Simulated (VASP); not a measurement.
VASP runs on Cu (fcc) share one base input (PBE GGA, plane waves, VASP's PBE PAW potentials (set 64)) and change the settings named in each case.

KPOINTS:
```
Automatic mesh
0
Gamma
15 15 15
0 0 0
```

**INCAR**
```
! general
SYSTEM   =  Cu
PREC     =  Accurate
ENCUT    =  400
LREAL    =  .False.
LASPH    =  .True.

! electronic loop
EDIFF    =  1E-6
NELM     =  100
ALGO     =  Normal
LMAXMIX  =  4

! smearing
ISMEAR   =  1
SIGMA    =  0.1

! functional
GGA      =  PE

! ions
ISIF     =  2

! output
LWAVE    =  .False.
LCHARG   =  .False.
```

File POSCAR:
```
Cu
1
    0.0000000000     1.8411000000     1.8411000000
    1.8411000000     0.0000000000     1.8411000000
    1.8411000000     1.8411000000     0.0000000000
Cu
1
Direct
  0.0000000000   0.0000000000   0.0000000000
```

POTCAR, in this order: Cu (PBE.64 set). Program: vasp_std.

| change | E(σ→0) (eV/atom) | pressure (GPa) | −TS (eV) | irreducible k-points |
|---|---|---|---|---|
| base run | -3.7190 | -5.72 | -0.0003 | 120 |
| KPOINTS 2×2×2 Monkhorst-Pack mesh | -3.0654 | -0.29 | -0.0187 | 2 |
| KPOINTS 6×6×6 Monkhorst-Pack mesh | -3.7094 | -5.48 | -0.0020 | 28 |
| KPOINTS 8×8×8 Monkhorst-Pack mesh | (withheld) | (withheld) | (withheld) | 60 |
| KPOINTS 11×11×11 Monkhorst-Pack mesh | -3.7260 | -5.95 | 0.0006 | 56 |

Task: Complete the blanks.

Result: 
- KPOINTS 8×8×8 Monkhorst-Pack mesh, E(σ→0) (eV/atom): -3.7223
- KPOINTS 8×8×8 Monkhorst-Pack mesh, pressure (GPa): -5.81
- KPOINTS 8×8×8 Monkhorst-Pack mesh, −TS (eV): -0.0006

Left out are runs that ran out of time, are held back, or changed the cell or the kind of run, fixed moments of cells without a moment, rows past the twelfth, gaps on odd meshes, pressures of charged cells and columns that move by less than the noise.

The compound is Cu in the fcc structure. The cell was not relaxed at this level.
